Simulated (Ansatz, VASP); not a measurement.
## Ge (Germanium) in two plane-wave programs

Aim: how closely do two programs agree when they are given the same cell, functional and k mesh? The cell is taken from a series of runs on this material, whose earlier steps may have relaxed, scaled, displaced or heated it; both programs get it as it stands.

Main program and level: Ansatz 0.2.0; plane waves, with VASP 6.6.1 beside it; zone-centre phonons at LDA.

## 1. Set-up

Symmetry: I4_1/amd, No. 141, tetragonal system. Conventional cell: a = 3.945 Å, b = 3.945 Å, c = 5.790 Å, α = 90.00°, β = 90.00°, γ = 90.00°. Ge has 4 Ge at 2.45 Å nearest.

## 2. Ansatz: zone-centre phonons, LDA

Ansatz runs on its PAW soft_1 files.

Second derivatives magnify differences that forces hide, and they need a tight electronic threshold.

input.yaml reads:

```yaml
crystal:
  lattice:
    - [0.0, 2.7892500443, 2.8950326324]
    - [2.7892500443, 0.0, 2.8950326324]
    - [2.7892500443, 2.7892500443, 0.0]
  atoms:
    - { symbol: Ge, position: [0.5, 0.5, 0.5] }
    - { symbol: Ge, position: [0.75, 0.75, 0.75] }
kpoints:
  mp_grid: { grid: [16, 16, 16] }
hamiltonian:
  xc: lda
  pseudopotentials: { kind: paw, azcp: { folder: soft_1 }, xc_functional: pbe }
scf:
  occupations: { method: methfessel_paxton, width: 0.2 }
output:
  eigenvalues: true
phonons:
  method: dfpt
```

Launch:

```console
> ansatz run input.yaml --threads 4 --pin off --max-ram 10240MiB --backend cpu --events-out ev --progress --plain --runs-dir out
```

Numbers of over 12 decimals in the logs are rounded to 6 here.

Output:

```text
zone centre: on kpoints.mp_grid the ground state, and the responses unless they are solved on pairs of k-points, stand on 621 of the mesh's 4096 k-points, reduced under 4 symmetry operations, with k and −k counted as one. Each operation leaves every solved displacement unchanged or reverses it
Engine: ansatz 0.2.0, aarch64-unknown-linux-gnu
Pseudopotentials: kind: paw
Pseudopotential: Ge, paw, valence charge 14, recommended cutoff 420 eV (normal), soft_1/Ge.paw.azcp
Functional definition: SPW92
  exchange = slater_x
  correlation = pw_c
Crystal: 2 atoms, lattice volume = 45.046 Å³
Basis set: ecut = 420 eV, 909 PW (Γ), exchange–correlation on 64×64×64 points (8 copies of the dense FFT grid, shifted against one another)
Bands: 18, of which v1, the nominal top of the filled ones, is band 14 counted from 1 (13 counted from 0)
Symmetry: 16 space group operations
k-points: 621 of 4096 (irreducible under 4 space group operations, time reversal used)
Non-local potential: Ge, projectors of the file, l = 0: 2, l = 1: 2, l = 2: 3, l = 3: 1
PAW form: soft (Blöchl's): semilocal exchange-correlation on the pseudo side does not see the compensation charge
PAW frozen core: Ge, regenerated for the run's functional, and the local potential with it (the file was generated under x = pbe(κ = 0.804, μ = 0.219515), c = pbe(β = 0.066725))
PAW one-centre angular grid: Ge, 590 points (default); XC on 64 Gauss nodes
Initial density: superposition of atomic densities (chi_scale 0.1, normalization cell)
Initial wavefunctions: pseudopotential atomic-orbital guess
Functional: x = slater, c = lda
SCF iter   1: F=—  HF=-8431.575967 eV  |F-HF|=—  |Δ(HF+E_count)|=         —  Δρ=3.47e-2  dr2=4.98e-1  ethr=3.10e-3  ⟨swp⟩=5.1  Hψ=50647  notcnv=0
preconditioner: auto → Kerker (q_TF=auto, 2.520 Å⁻¹)  [metal: Δε(μ)=0.077 eV  Ē_g=23.420 eV  σ=0.200 eV  W_gap=0.31  n_scr=14 (ndim 8)  ℏωp=29.3 eV  f_vac=0.000  D(μ)=0.04/eV (n_scr^D=0)]
SCF iter   2: F=—  HF=-8431.514612 eV  |F-HF|=—  |Δ(HF+E_count)|=   6.14e-2  S|Δr|=    0.00e0  Δρ=2.27e-2  dr2=2.48e-1  ethr=1.78e-3  ⟨swp⟩=1.0  Hψ=16146  notcnv=0
SCF iter   3: F=—  HF=-8431.444305 eV  |F-HF|=—  |Δ(HF+E_count)|=   7.03e-2  S|Δr|=    0.00e0  Δρ=3.83e-3  dr2=1.14e-2  ethr=8.87e-4  ⟨swp⟩=2.0  Hψ=15926  notcnv=0
SCF iter   4: F=—  HF=-8431.443187 eV  |F-HF|=—  |Δ(HF+E_count)|=   1.12e-3  S|Δr|=    0.00e0  Δρ=2.24e-3  dr2=3.27e-3  ethr=4.08e-5  ⟨swp⟩=2.0  Hψ=17472  notcnv=0
SCF iter   5: F=—  HF=-8431.442854 eV  |F-HF|=—  |Δ(HF+E_count)|=   3.33e-4  S|Δr|=    0.00e0  Δρ=6.81e-4  dr2=1.29e-4  ethr=1.17e-5  ⟨swp⟩=2.0  Hψ=19875  notcnv=0
SCF iter   6: F=—  HF=-8431.442813 eV  |F-HF|=—  |Δ(HF+E_count)|=   4.10e-5  S|Δr|=    0.00e0  Δρ=1.15e-4  dr2=3.70e-6  ethr=4.59e-7  ⟨swp⟩=2.0  Hψ=19533  notcnv=0
SCF iter   7: F=—  HF=-8431.442819 eV  |F-HF|=—  |Δ(HF+E_count)|=   6.57e-6  S|Δr|=    0.00e0  Δρ=3.04e-5  dr2=2.82e-7  ethr=1.32e-8  ⟨swp⟩=2.0  Hψ=19703  notcnv=0
SCF iter   8: F=—  HF=-8431.442819 eV  |F-HF|=—  |Δ(HF+E_count)|=   2.04e-7  S|Δr|=    0.00e0  Δρ=5.96e-6  dr2=1.24e-8  ethr=1.01e-9  ⟨swp⟩=2.0  Hψ=19603  notcnv=0
SCF iter   9: F=—  HF=-8431.442819 eV  |F-HF|=—  |Δ(HF+E_count)|=   1.93e-8  S|Δr|=    0.00e0  Δρ=9.69e-7  dr2=3.52e-10  ethr=4.44e-11  ⟨swp⟩=3.0  Hψ=20106  notcnv=0
SCF iter  10: F=-8431.442819 eV  HF=-8431.442819 eV  |F-HF|=3.64e-12  |Δ(HF+E_count)|=  6.17e-10  S|Δr|=    0.00e0  Δρ=9.40e-8  dr2=2.82e-12  ethr=1.00e-12  ⟨swp⟩=4.1  Hψ=53253  notcnv=0
SCF 1 converged in 10 iterations: F = -8431.442819 eV  dr2 = 2.82e-12
  greatest PAW one-centre occupation: 0.998 electrons in one spin orbital (limit 2), on the Ge atom at site 1 (counted from 0), in its partial waves of l = 2
DFPT response loops at Γ: preconditioner auto → Kerker (q_TF=auto, 2.520 Å⁻¹) (partly filled bands, converged f_vac=0.059); β = 1.00, the filter's whole step (`scf.mixing.beta` (0.50) is not read by the response loops under this deck's `scf.mixing.preconditioner`; to damp them name `kerker` or `kerker_dos`, under which they read `scf.mixing.beta`, and type it under 1.00, their step now; both keys bind the ground state too); Broyden in place of MSR1
SCF converged after 10 iterations
Stability not checked: this state was not tested for a lower state beside it, because cold or Methfessel-Paxton smearing, or corrected tetrahedra, fill the levels in a way that the test cannot read (fill_not_monotonic; see scf.lower_state_search)
Free energy (F): -8431.442819 eV
Harris-Foulkes:  -8431.442819 eV  (|F-HF|=3.64e-12)
Internal energy: -8431.442901 eV  (E = F + TS)
E sigma→0 (E₀):  -8431.442839 eV
Entropy (-TS):   0.000082 eV (0.041 meV/atom)
Fermi energy:    8.323623 eV
--- Per-component energies (eV) ---
  E_band       = -309.611672
  E_kinetic    = 186.741447
  E_local      = -4502.937770  (includes V_loc(G=0)·N_el)
  E_nonlocal   = 441.853952
  E_hartree    = 2143.305509
  E_xc         = -142.999647
  E_vxc        = -131.471322  (∫ρ·V_xc dr)
  E_paw        = -3868.918070  (= ΣΔE_a)
  E_vpaw       = -590.409033  (= ΣTr[D̂ρ^β])
  E_aug_tail   = 0.000023  (compensation charges beyond the density's cutoff)
  E_ewald      = -2692.304997
  E_core_change = 3.816653  (= ΣΔE_core)
  E_smearing   = 0.000082  (= −TS)
  E_closure    = -0.000000  (closes the sum)
  Σ components = -8431.442819   (vs F -8431.442819, Δ=0.00e0)
--- Band table (eV; the first three rows and the last of 621) ---
  k-point 0: bands = [... 10 lower, -4.5535, 8.0965, 8.1437, 8.3964, 8.3964, 10.7740, 10.7740, 10.9530]
  k-point 1: bands = [... 10 lower, -4.5056, 7.0782, 8.0974, 8.2998, 9.0325, 10.9082, 10.9184, 11.1302]
  k-point 2: bands = [... 10 lower, -4.3626, 5.8681, 7.8513, 8.0698, 9.2280, 11.2359, 11.2843, 11.7655]
  k-point 620: bands = [... 10 lower, -0.7798, -0.7798, 5.3857, 5.3857, 9.1571, 9.1571, 17.7060, 17.7060]
--- Phonons (Γ-DFPT): 2 representative perturbations + reference, on 621 of 4096 k-points (Σ response iterations 6) ---
  k mesh reduced under 4 symmetry operations, with k and −k counted as one. Each operation leaves every solved displacement unchanged or reverses it
  ASR residual: 1.589e-5 → 0.000e0 eV/Å²; symmetrization residual: 9.521e-13 eV/Å²
  ASR residual per site (eV/Å²): 1.59e-5 1.59e-5
  Γ frequencies (cm⁻¹): 0.00 0.00 0.00 281.24 284.78 284.78
  non-analytic LO–TO correction: not included (Born effective charges unavailable; polar crystals: no LO–TO splitting at Γ)
```

## 3. VASP: zone-centre phonons, LDA

The same cell, functional (in two slightly different forms), mesh and smearing now go to VASP, with its own data sets.

Lines of VASP's logs that name or quote its potential files are left out, and so is its time.

INCAR reads:

```
SYSTEM = Ge
PREC = Accurate
ENCUT = 500
EDIFF = 1E-08
NELM = 120
ISMEAR = 1
SIGMA = 0.2
LREAL = .FALSE.
ALGO = Normal
GGA = CA
NBANDS = 20
LORBIT = 11
LWAVE = .FALSE.
LCHARG = .FALSE.
ISIF = 2
IBRION = 8
LASPH = .TRUE.
GGA_COMPAT = .FALSE.
KPAR = 2
```

POSCAR reads:

```
Ge
1.0
    0.0000000000      2.7892500443      2.8950326324
    2.7892500443      0.0000000000      2.8950326324
    2.7892500443      2.7892500443      0.0000000000
Ge
2
Direct
    0.5000000000      0.5000000000      0.5000000000
    0.7500000000      0.7500000000      0.7500000000
```

KPOINTS reads:

```
Automatic mesh
0
Gamma
16 16 16
0 0 0
```

The projector-augmented-wave data sets are Ge_d (LDA family, release 64).

Launch:

```console
> mpirun -np 2 vasp_std
```

Output:

```text
[banner, memory and clock lines left out]
running    2 mpi-ranks, on    1 nodes
 distrk:  each k-point on    1 cores,    2 groups
 distr:  one band on    1 cores,    1 groups

 POSCAR found type information on POSCAR Ge
 POSCAR found :  1 types and       2 ions
 LDA part: xc-table for (Slater(with rela. corr.)+CA(PZ))
 , standard interpolation
 POSCAR, INCAR and KPOINTS ok, starting setup
 FFT: planning ... GRIDC
 FFT: planning ... GRID_SOFT
 FFT: planning ... GRID
 WAVECAR not read
 entering main loop
       N       E                     dE             d eps       ncg     rms          rms(c)
DAV:   1     0.183933313800E+03    0.18393E+03   -0.14734E+04 15020   0.368E+03
DAV:   2     0.150981667344E+02   -0.16884E+03   -0.16437E+03 13984   0.586E+02
DAV:   3    -0.975344601242E+01   -0.24852E+02   -0.24671E+02 15728   0.144E+02
DAV:   4    -0.105434178870E+02   -0.78997E+00   -0.78942E+00 15668   0.302E+01
DAV:   5    -0.105562694494E+02   -0.12852E-01   -0.12851E-01 15572   0.419E+00    0.330E+00
DAV:   6    -0.104389364469E+02    0.11733E+00   -0.38208E-02 15600   0.171E+00    0.189E+00
DAV:   7    -0.103799794257E+02    0.58957E-01   -0.76655E-02 14584   0.209E+00    0.138E-01
DAV:   8    -0.103806543446E+02   -0.67492E-03   -0.55741E-03 15856   0.882E-01    0.472E-02
DAV:   9    -0.103806950947E+02   -0.40750E-04   -0.86868E-05 16156   0.980E-02    0.130E-02
DAV:  10    -0.103806916255E+02    0.34693E-05   -0.96079E-06 18900   0.462E-02    0.421E-03
DAV:  11    -0.103806915335E+02    0.91939E-07   -0.96280E-07 14964   0.831E-03    0.181E-03
DAV:  12    -0.103806915364E+02   -0.29240E-08   -0.65830E-08 17604   0.335E-03
   1 F= -.10380692E+02 E0= -.10380724E+02  d E =0.976013E-04
 Linear response reoptimize wavefunctions to high precision
DAV:   1    -0.103806915361E+02    0.36107E-09   -0.40842E-09 13048   0.608E-04
DAV:   2    -0.103806915361E+02   -0.27285E-11   -0.24400E-10  9004   0.176E-04
 Linear response DOF=           2
 Linear response progress:
  Degree of freedom:   1/  2
       N       E                     dE             d eps       ncg     rms          rms(c)
RMM:   1    -0.188043456735E+00   -0.18804E+00    0.85643E+00 53703   0.449E+01
RMM:   2    -0.195529272441E+00   -0.74858E-02   -0.13390E-02 71097   0.110E+00    0.732E-02
RMM:   3    -0.195582161140E+00   -0.52889E-04   -0.93754E-04 75431   0.317E-01    0.421E-02
RMM:   4    -0.195522750572E+00    0.59411E-04   -0.64023E-05 80472   0.821E-02    0.478E-03
RMM:   5    -0.195529032255E+00   -0.62817E-05   -0.47764E-06 77657   0.190E-02    0.233E-03
RMM:   6    -0.195539466140E+00   -0.10434E-04   -0.38508E-07 78862   0.520E-03    0.323E-04
RMM:   7    -0.195538818529E+00    0.64761E-06   -0.28358E-07 81100   0.171E-03    0.204E-04
RMM:   8    -0.195538401430E+00    0.41710E-06   -0.79410E-08 82211   0.593E-04    0.407E-05
RMM:   9    -0.195538239339E+00    0.16209E-06   -0.36627E-08 81927   0.265E-04    0.162E-05
RMM:  10    -0.195538339201E+00   -0.99862E-07   -0.26338E-08 82307   0.124E-04    0.528E-06
RMM:  11    -0.195538350896E+00   -0.11695E-07   -0.24553E-08 83175   0.686E-05    0.261E-06
RMM:  12    -0.195538368222E+00   -0.17326E-07   -0.18848E-08 87322   0.443E-05    0.161E-06
RMM:  13    -0.195538383744E+00   -0.15522E-07   -0.44429E-09 88024   0.335E-05    0.190E-07
RMM:  14    -0.195538382528E+00    0.12159E-08   -0.65022E-09 76801   0.278E-05    0.162E-07
 first order change of Fermi-energy   0.14020E-04
 force on displaced ion       1 direction 1 : -11.043  -0.000   0.000
 Linear response progress:
  Degree of freedom:   2/  2
       N       E                     dE             d eps       ncg     rms          rms(c)
RMM:   1    -0.188449806684E+00   -0.18845E+00    0.83161E+00 30354   0.444E+01
RMM:   2    -0.195900240144E+00   -0.74504E-02   -0.13290E-02 40231   0.109E+00    0.768E-02
RMM:   3    -0.195962399876E+00   -0.62160E-04   -0.95090E-04 42737   0.320E-01    0.440E-02
RMM:   4    -0.195925398330E+00    0.37002E-04   -0.58182E-05 45538   0.813E-02    0.448E-03
RMM:   5    -0.195930872734E+00   -0.54744E-05   -0.41955E-06 44164   0.190E-02    0.230E-03
RMM:   6    -0.195939801143E+00   -0.89284E-05   -0.97669E-08 44313   0.506E-03    0.288E-04
RMM:   7    -0.195939086471E+00    0.71467E-06    0.14531E-07 45836   0.172E-03    0.177E-04
RMM:   8    -0.195938466544E+00    0.61993E-06    0.11030E-07 46116   0.619E-04    0.399E-05
RMM:   9    -0.195938372717E+00    0.93827E-07    0.56592E-08 46489   0.271E-04    0.169E-05
RMM:  10    -0.195938517614E+00   -0.14490E-06    0.22337E-08 46322   0.130E-04    0.527E-06
RMM:  11    -0.195938539251E+00   -0.21637E-07    0.22132E-09 47698   0.728E-05    0.259E-06
RMM:  12    -0.195938558592E+00   -0.19340E-07    0.88629E-09 48653   0.478E-05    0.116E-06
RMM:  13    -0.195938567997E+00   -0.94055E-08    0.10331E-09 47509   0.363E-05    0.253E-07
 first order change of Fermi-energy   0.30849E-03
 force on displaced ion       1 direction 3 :  -0.000  -0.000 -10.763
 Linear response finished
```

Parts of OUTCAR (step 3):

```text
ion  position               nearest neighbor table
   1  0.500  0.500  0.500-   2 2.45   2 2.45   2 2.45   2 2.45
   2  0.750  0.750  0.750-   1 2.45   1 2.45   1 2.45   1 2.45

  LATTYP: Found a body centered tetragonal cell.
 ALAT       =     3.9445952415
 C/A-ratio  =     1.4678477538

 Subroutine GETGRP returns: Found 16 space group operations
 (whereof  8 operations were pure point group operations)

The static configuration has the point symmetry D_2d.
 The point group associated with its full space group is D_4h.

 Found    349 irreducible k-points:

   k-points           NKPTS =    349   k-points in BZ     NKDIM =    349   number of bands    NBANDS=     20

   dimension x,y,z NGX =    30 NGY =   30 NGZ =   30
   dimension x,y,z NGXF=    60 NGYF=   60 NGZF=   60

   ENCUT  =  500.0 eV  36.75 Ry    6.06 a.u.   7.33  7.33  7.19*2*pi/ulx,y,z

   NELECT =      28.0000    total number of electrons

 k-points in reciprocal lattice and weights: Automatic mesh
   0.00000000  0.00000000  0.00000000       0.000
   0.06250000 -0.00000000  0.00000000       0.002
   0.12500000 -0.00000000  0.00000000       0.002
   0.18750000 -0.00000000  0.00000000       0.002
   0.25000000 -0.00000000  0.00000000       0.002
   0.31250000 -0.00000000  0.00000000       0.002
   0.37500000 -0.00000000  0.00000000       0.002
   0.43750000 -0.00000000  0.00000000       0.002
   0.50000000 -0.00000000  0.00000000       0.001
[...]
-0.31250000  0.18750000  0.50000000       0.001
  -0.25000000  0.25000000  0.50000000       0.000

 average (electrostatic) potential at core
       1 -75.3640       2 -75.3640

  Total        0.0178184      0.0178184     -0.7997894      0.0000000      0.0000000      0.0000000
  in kB        0.6337540      0.6337540    -28.4464372      0.0000000      0.0000000      0.0000000
  external PRESSURE =      -9.0596431 kB  Pullay stress =       0.0000000 kB

  energy-cutoff  :      500.00
  volume of cell :       45.05
      direct lattice vectors                 reciprocal lattice vectors
     0.000000000  2.789250044  2.895032632    -0.179259655  0.179259655  0.172709625
     2.789250044  0.000000000  2.895032632     0.179259655 -0.179259655  0.172709625
     2.789250044  2.789250044  0.000000000     0.179259655  0.179259655 -0.172709625

 POSITION                                       TOTAL-FORCE (eV/Angst)
 -----------------------------------------------------------------------------------
      2.78925      2.78925      2.89503         0.000000      0.000000     -0.000000
      4.18388      4.18388      4.34255        -0.000000     -0.000000      0.000000
 -----------------------------------------------------------------------------------
    total drift:                                0.000000     -0.000000      0.000000

 Eigenvectors and eigenvalues of the dynamical matrix
 ----------------------------------------------------

   1 f  =    8.622029 THz    54.173804 2PiTHz  287.599920 cm-1    35.657829 meV
             X         Y         Z           dx          dy          dz
      2.789250  2.789250  2.895033     0.000000   -0.707107    0.000000
      4.183875  4.183875  4.342549     0.000000    0.707107    0.000000

   2 f  =    8.622029 THz    54.173804 2PiTHz  287.599920 cm-1    35.657829 meV
             X         Y         Z           dx          dy          dz
      2.789250  2.789250  2.895033    -0.707107    0.000000    0.000000
      4.183875  4.183875  4.342549     0.707107    0.000000    0.000000

   3 f  =    8.512135 THz    53.483325 2PiTHz  283.934278 cm-1    35.203348 meV
             X         Y         Z           dx          dy          dz
      2.789250  2.789250  2.895033     0.000000    0.000000   -0.707107
      4.183875  4.183875  4.342549     0.000000    0.000000    0.707107

   4 f  =    0.000000 THz     0.000000 2PiTHz    0.000000 cm-1     0.000000 meV
             X         Y         Z           dx          dy          dz
      2.789250  2.789250  2.895033     0.707107    0.000000    0.000000
      4.183875  4.183875  4.342549     0.707107    0.000000    0.000000

   5 f  =    0.000000 THz     0.000000 2PiTHz    0.000000 cm-1     0.000000 meV
             X         Y         Z           dx          dy          dz
      2.789250  2.789250  2.895033     0.000000    0.707107    0.000000
      4.183875  4.183875  4.342549     0.000000    0.707107    0.000000

   6 f  =    0.000000 THz     0.000000 2PiTHz    0.000000 cm-1     0.000000 meV
             X         Y         Z           dx          dy          dz
      2.789250  2.789250  2.895033     0.000000    0.000000    0.707107
      4.183875  4.183875  4.342549     0.000000    0.000000    0.707107

 ELASTIC MODULI CONTR FROM IONIC RELAXATION (kBar)
 Direction    XX          YY          ZZ          XY          YZ          ZX
 --------------------------------------------------------------------------------
 XX           0.0000      0.0000      0.0000      0.0000      0.0000      0.0000
 YY           0.0000      0.0000      0.0000      0.0000      0.0000      0.0000
 ZZ           0.0000      0.0000      0.0000      0.0000      0.0000      0.0000
 XY           0.0000      0.0000      0.0000   -206.8315      0.0000      0.0000
 YZ           0.0000      0.0000      0.0000      0.0000   -213.6255      0.0000
 ZX           0.0000      0.0000      0.0000      0.0000      0.0000   -186.2103
 --------------------------------------------------------------------------------
```

## 4. Comparison

Known differences besides the potentials themselves: the two LDA forms differ slightly; the cutoff is 420 eV in Ansatz and 500 eV in VASP; VASP's log shows a relativistic correction to its local exchange, Ansatz's none. Total energies have different zeros and are not compared.

Both answers:

```csv
quantity,Ansatz,VASP,difference
optical mode 1 (cm⁻¹),281.2,283.9,-0.95 %
optical mode 2 to 3 (cm⁻¹),284.8,287.6,-0.98 %
```

Modes are paired by rising frequency, not by their patterns, so a pair may set unlike modes beside each other; they are those without the splitting of longitudinal modes.

## 5. Summary of results

```yaml
r_m_s_difference_of_the_optical_zone_centre_modes_each_program_s_sorted_by_frequency_zone_centre_phonons_lda: 2.8 cm⁻¹
difference_in_optical_mode_2_to_3_zone_centre_phonons_lda: -1.0 %
```

In words: The r.m.s. difference of the optical zone-centre modes, each program's sorted by frequency is 2.8 cm⁻¹ (zone-centre phonons, LDA). Among the rows given in per cent, the largest difference of the zone-centre phonons, LDA pair is in optical mode 2 to 3, -1.0 %. How closely two codes agree says nothing of how well the functional describes the real material.

[Lines on the potential files, build, host, timing and source positions are cut from VASP's logs without a mark.]

[Logs are printed without paths, hosts, clocks, repeated set-up lines and the standing remarks that a program may print on its own settings, such as how far it seeks lower states.]

[Hosts, paths, dates, database ids (printed as entryN), source tags and the programs' standing remarks are cut or masked in the printed files.]
